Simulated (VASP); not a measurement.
Mo3S:

```
Mo S
1.0
     3.99471    0.00000    0.00000
     0.00000    3.99471    0.00000
     0.00000    0.00000    3.99471
Mo S
3 1
Direct
  0.00000 0.50000 0.50000
  0.50000 0.00000 0.50000
  0.50000 0.50000 0.00000
  0.00000 0.00000 0.00000
```

The cell was built by a generator and needn't be a form met in nature.

- Program: VASP 6.6.1
- Task: relaxation of cell and atoms
- Functional: PBE
- Potentials or basis: VASP PAW PBE potentials, release 64 (Mo_sv, S)
- Cutoff: 600 eV
- k mesh: 4 × 4 × 4
- Occupations: gaussian, width 0.1 eV
- Spin: no spin polarisation

At the start: pressure -10.2 GPa; volume 15.94 Å³/atom.

Question: How do energy, volume and symmetry change on relaxing?

Answer: Over 3 steps the energy falls by 30.9 meV/atom and the volume is 15.05 Å³/atom (-5.6 %); space group Pm-3m (No. 221, to 0.05 Å).

Step by step:
```tsv
step	energy change (eV)	largest force (eV/Å)	pressure (GPa)	volume (Å³)
1	0.0000	0.0000	-10.22	63.75
2	0.2153	0.0000	22.30	54.82
3	-0.1236	0.0000	-0.30	60.19
```

Final structure:
```yaml
crystal:
  lattice:
    - [3.91898, 0.00000, 0.00000]
    - [0.00000, 3.91898, 0.00000]
    - [0.00000, 0.00000, 3.91898]
  atoms:
    - { symbol: Mo, position: [0.00000, 0.50000, 0.50000] }
    - { symbol: Mo, position: [0.50000, 0.00000, 0.50000] }
    - { symbol: Mo, position: [0.50000, 0.50000, 0.00000] }
    - { symbol: S, position: [0.00000, 0.00000, 0.00000] }
```

Caveat: the k mesh is coarse (spacing up to 0.39 Å⁻¹), so the values aren't converged.
